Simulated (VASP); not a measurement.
## Al15CrN16 (a cell with a defect): single point with PBEsol+U

The system is Al15CrN16 (a cell with a defect).

```
Cr Al N
1.0
     6.22000    0.00000    0.00000
    -3.11000    5.38668    0.00000
     0.00000    0.00000    9.96000
Cr Al N
1 15 16
Direct
  0.33089 0.16499 0.00517
  0.33112 0.16558 0.49734
  0.33574 0.66744 0.99990
  0.33428 0.66713 0.50040
  0.83697 0.17164 0.99797
  0.83255 0.16590 0.50038
  0.83694 0.66432 0.99807
  0.83269 0.66641 0.50049
  0.16316 0.33314 0.25179
  0.16841 0.33586 0.75116
  0.16308 0.82971 0.25170
  0.16834 0.83214 0.75115
  0.66230 0.33109 0.25087
  0.66890 0.33426 0.74912
  0.66655 0.83325 0.24807
  0.66902 0.83444 0.75133
  0.32569 0.16273 0.21082
  0.33333 0.16648 0.68899
  0.33245 0.66613 0.19262
  0.33812 0.66896 0.68891
  0.83105 0.16730 0.19121
  0.83448 0.16536 0.68894
  0.83091 0.66355 0.19125
  0.83439 0.66883 0.68905
  0.16423 0.33525 0.44297
  0.16242 0.34739 0.93777
  0.16430 0.82905 0.44292
  0.16230 0.81400 0.93768
  0.66746 0.33368 0.44248
  0.68677 0.34289 0.93296
  0.66711 0.83339 0.43911
  0.67115 0.83509 0.94152
```

```json
{
  "Program": "VASP 6.6.1",
  "Task": "single point",
  "Functional": "PBEsol",
  "Potentials or basis": "VASP PAW PBE potentials, release 64 (Cr_pv, Al, N)",
  "Cutoff": "450 eV",
  "k mesh": "3 × 3 × 2",
  "Occupations": "gaussian, width 0.03 eV",
  "Spin": "collinear spin, ferromagnetic start",
  "Hubbard terms": "Cr d U = 3 eV"
}
```

```json
{
 "Largest force": "0.021 eV/Å",
 "Band gap on the k mesh": "0.67 eV, indirect (least direct gap 0.70 eV)",
 "Net moment": "4.00 μB per cell",
 "Site moments": "Cr +3.46; Al +0.00, +0.01; N -0.01, +0.00, -0.00 μB",
 "Valence electrons inside the program's atomic spheres": "Cr 10.86; Al 0.81, 0.84, 0.83, 0.82; N 3.85, 3.83, 3.84"
}
```

Forces on the atoms (eV/Å):
```
Cr   0.014  0.012  0.011
Al  -0.002 -0.006  0.006
Al  -0.008 -0.001 -0.003
Al  -0.001 -0.001 -0.009
Al   0.006  0.008  0.008
Al  -0.002  0.011  0.003
Al   0.002  0.009 -0.010
Al  -0.002  0.002 -0.009
Al  -0.001  0.002 -0.013
Al   0.006  0.004  0.003
Al  -0.002  0.009  0.001
Al   0.005  0.007  0.008
Al  -0.005 -0.008 -0.007
Al   0.004  0.004  0.011
Al  -0.008 -0.009  0.003
Al   0.003 -0.007 -0.004
N   -0.007 -0.003 -0.005
N    0.004  0.004  0.004
N   -0.001 -0.007 -0.007
N    0.002 -0.006  0.005
N   -0.004 -0.013  0.003
N    0.007  0.004  0.007
N   -0.003  0.001 -0.001
N    0.011  0.000 -0.004
N    0.001 -0.010 -0.001
N    0.004 -0.004 -0.008
N   -0.005 -0.006  0.003
N   -0.003  0.008  0.002
N   -0.006 -0.008  0.001
N   -0.002  0.004 -0.006
N   -0.007 -0.002  0.014
N   -0.001  0.005 -0.003
```

Levels at points of the mesh, in eV from the valence-band top:
Spin up:
```tsv
k point	band 67	band 68	band 69	band 70	band 71	band 72	band 73	band 74	band 75	band 76
(0.00, 0.00, 0.00)	-2.94	-1.73	-1.38	-0.25	0.00	0.74	1.34	2.38	2.38	2.42
(0.00, 0.00, 0.50)	-3.21	-1.70	-1.35	-0.33	-0.04	0.67	2.05	2.06	2.14	2.27
```
Spin down:
```tsv
k point	band 63	band 64	band 65	band 66	band 67	band 68	band 69	band 70	band 71	band 72
(0.00, 0.00, 0.00)	-3.16	-3.16	-2.85	-2.75	-2.74	1.40	2.01	2.17	2.22	2.36
(0.00, 0.00, 0.50)	-3.26	-3.23	-3.22	-2.77	-2.74	1.80	2.00	2.01	2.07	2.08
```

Eigenvalues of the final occupation matrices:
```tsv
site	spin	trace	eigenvalues
site 1 d	1	3.80	0.24 0.86 0.87 0.91 0.92
site 1 d	2	0.43	0.03 0.04 0.10 0.12 0.14
```

Wall time 6.1 min on 4 MPI ranks on Intel(R) Xeon(R) Platinum 8259CL CPU @ 2.50GHz (Skylake/Cascade Lake), on a shared host, peak memory 0.7 GiB a rank.

Caveat: the cell is charged against a uniform background, so pressure and absolute levels hang on convention; the PAW data sets were made with another functional, which shifts forces and pressure a little; only a ferromagnetic start was run, and an antiferromagnetic order may lie lower in energy. The state reached can hang on the start; a lower one may exist.
